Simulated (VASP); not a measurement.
An input for Ansatz (written as the equivalent of a VASP run, and not itself run):

Ansatz 0.2 input:
```yaml
crystal:
  lattice:
    - [4.3364058, 0.0000000, 0.0000000]
    - [0.0000000, 4.3364058, 0.0000000]
    - [0.0000000, 0.0000000, 3.0193652]
  atoms:
    - { symbol: Zn, position: [0.0000000, 1.0000000, 0.0000000] }
    - { symbol: Zn, position: [0.5000000, 0.5000000, 0.5000000] }
    - { symbol: F, position: [0.3032741, 0.3032741, 0.0000000] }
    - { symbol: F, position: [0.8032741, 0.1967259, 0.5000000] }
    - { symbol: F, position: [0.1967259, 0.8032741, 0.5000000] }
    - { symbol: F, position: [0.6967259, 0.6967259, 1.0000000] }
kpoints:
  mp_grid: { grid: [5, 5, 7] }
hamiltonian:
  xc: lda
  pseudopotentials: { kind: paw }
scf:
  occupations: { method: gaussian, width: 0.05 }
  max_iter: 100
relax:
  max_steps: 40
  f_tol: 0.02
  cell: { p_target: 30 }
output: { forces: true, stress: true, eigenvalues: true }
```

Q: Translate this input to VASP (INCAR, KPOINTS, POSCAR, choice of POTCAR).

A: One answer among several that fit: 
INCAR:
```
# general
SYSTEM   =  ZnF2
PREC     =  Accurate
ENCUT    =  620
LREAL    =  .FALSE.
LASPH    =  .TRUE.

# electronic loop
EDIFF    =  1E-6
NELM     =  100
ALGO     =  Normal
LMAXMIX  =  4

# smearing
ISMEAR   =  0
SIGMA    =  0.05

# ions
IBRION   =  2
NSW      =  40
ISIF     =  3
EDIFFG   =  -0.02
PSTRESS  =  300

# output
LWAVE    =  .FALSE.
LCHARG   =  .FALSE.
```

**POSCAR**
```
ZnF2
1.0
  4.3364057916   0.0000000000   0.0000000000
  0.0000000000   4.3364057916   0.0000000000
  0.0000000000   0.0000000000   3.0193651683
Zn F
2 4
Direct
  0.0000000000   1.0000000000   0.0000000000
  0.5000000000   0.5000000000   0.5000000000
  0.3032741141   0.3032741141   0.0000000000
  0.8032741141   0.1967258859   0.5000000000
  0.1967258859   0.8032741141   0.5000000000
  0.6967258859   0.6967258859   1.0000000000
```

**KPOINTS**
```
Automatic mesh
0
Gamma
5 5 7
0 0 0
```

POTCAR, in this order: Zn F (LDA.64 set). Program: vasp_std.

What does not carry over: each code has its own PAW files, so the cut-off isn't converted (ENCUT is set for VASP's; basis.ecutwfc is left out, and Ansatz then takes the one that its files recommend); Ansatz stops its SCF on the density residual and VASP on the energy change (EDIFF); Ansatz's lda is the Perdew-Wang form, while the LDA potentials of VASP carry Perdew-Zunger's.

The compound is ZnF2 in the rutile structure. It was relaxed first under an external pressure of 30 GPa.
